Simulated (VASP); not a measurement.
Take Au (fcc), against free atoms with fixed spin and no zero-point term, in VASP with PAW potentials, and its cohesive energy.

**Question.** One run gives 3.03 eV/atom. Which level is it?
A) PBE-D3(BJ)
B) RPBE
C) PBE

**Answer.** C, PBE.  The others give 3.68 (PBE-D3(BJ)), 2.44 (RPBE).

Only levels that ran to the end are used. Left out are those held back, those with too coarse a band path, GW runs whose mesh misses a band edge, hybrids' fits of cells that aren't cubic and levels without matching references; a question may draw on a part of the rest.

The compound is Au in the fcc structure.
